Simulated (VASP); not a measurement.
La2O3: Born charges and dielectric tensor with LDA

La2O3:

```
La O
1.0
     3.93078    0.00000    0.00000
    -1.96539    3.40415    0.00000
     0.00000    0.00000    6.11195
La O
2 3
Direct
  0.66667 0.33333 0.75376
  0.33333 0.66667 0.24624
  0.66667 0.33333 0.35411
  0.33333 0.66667 0.64589
  0.00000 0.00000 0.00000
```

The cell is a database's computed one.

- Program: VASP 6.6.1
- Task: Born charges and dielectric tensor
- Functional: LDA
- Potentials or basis: VASP PAW LDA potentials, release 64 (La, O)
- Cutoff: 600 eV
- k mesh: 9 × 9 × 4
- Occupations: gaussian, width 0.02 eV
- Spin: no spin polarisation
- Further INCAR settings: ALGO = Normal; EDIFF = 1e-08; IBRION = 8; NSW = 1

```
Band gap on the k mesh                                  : 3.74 eV, indirect (least direct gap 3.82 eV)
Electronic dielectric tensor (diagonal)                 : 4.87, 4.87, 4.78
Born charges (mean of the diagonal)                     : La +4.07; O -2.74, -2.66 e
Highest phonon frequency at Γ, LO-TO splitting left out : 424 cm⁻¹
```

Levels at points of the mesh, in eV from the valence-band top:
| k point | band 18 | band 19 | band 20 | band 21 | band 22 | band 23 |
| --- | --- | --- | --- | --- | --- | --- |
| (0.00, 0.00, 0.00) | -0.38 | -0.38 | -0.11 | 4.14 | 4.51 | 4.51 |
| (0.00, 0.00, 0.50) | -0.81 | -0.28 | -0.28 | 4.55 | 4.63 | 4.63 |

Phonon frequencies in cm⁻¹ (negative: imaginary):
| q point | frequencies |
| --- | --- |
| (0.000, 0.000, 0.000) | -2 -2 0 101 101 160 160 173 180 345 345 378 378 379 424 |

Electronic dielectric tensor:
```
4.87 0.00 0.00
0.00 4.87 0.00
0.00 0.00 4.78
```

Born effective charge tensors (e):
atom 1, La
```
4.19 0.00 0.00
0.00 4.19 0.00
0.00 0.00 3.82
```
atom 2, La
```
4.19 0.00 0.00
0.00 4.19 0.00
0.00 0.00 3.82
```
atom 3, O
```
-2.85  0.00  0.00
 0.00 -2.85  0.00
 0.00  0.00 -2.53
```
atom 4, O
```
-2.85  0.00  0.00
 0.00 -2.85  0.00
 0.00  0.00 -2.53
```
atom 5, O
```
-2.70  0.00  0.00
 0.00 -2.70  0.00
 0.00  0.00 -2.57
```

Wall time 46 min on 1 thread of Intel(R) Xeon(R) 6975P-C (Granite Rapids), on a shared host, peak memory 0.95 GiB.

Caveat: spin-orbit coupling is left out, which moves the levels of the heavy elements; an odd mesh through Γ misses points on the zone boundary, where band edges often lie.
